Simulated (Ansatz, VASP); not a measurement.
## One calculation of PdWSe4, two programs

```
CELL_PARAMETERS angstrom
4.91948 0.00000 0.00000
-2.45974 4.26040 0.00000
0.00000 0.00000 7.12575
ATOMIC_POSITIONS crystal
Pd 0.33333 0.66667 0.00000
W 0.00000 0.00000 0.00000
Se 0.66667 0.33333 0.00000
Se 0.50032 0.00064 0.50000
Se 0.99936 0.49968 0.50000
Se 0.50032 0.49968 0.50000
```

Change from the starting cell: species swapped into the CePt4Rh type (P-6m2, No. 187).

Alike in both runs: functional PBE; k mesh 6 × 6 × 4; occupations gaussian, width 0.1 eV; no spin polarisation.

Ansatz relaxed the structure, and its values are those at the end. VASP's run is a single point on that final structure, the one shown.

|  | VASP | Ansatz |
| --- | --- | --- |
| version | VASP 6.6.1 | Ansatz 0.2.0 |
| potentials or method | VASP PAW PBE potentials, release 64 (Pd, W_sv, Se) | scalar-relativistic, plane waves, PAW |
| plane-wave cutoff (eV) | 520 | 420 |
| valence electrons in the cell | 48 | 96 |

```tsv
	VASP	Ansatz	Ansatz less VASP
gap on the k mesh at the Fermi level (eV)	none	none	-
pressure (GPa)	0.1	0.0	-0.08
```

A gap of «none» marks a metal or a gap that the smearing closes. The two sets of potentials don't hold the same shells in valence.

Caveats: this functional lacks dispersion, which binds the layers, so the pressure and a relaxed spacing across them are unreliable. Spin-orbit coupling is left out, which matters for the levels of W.
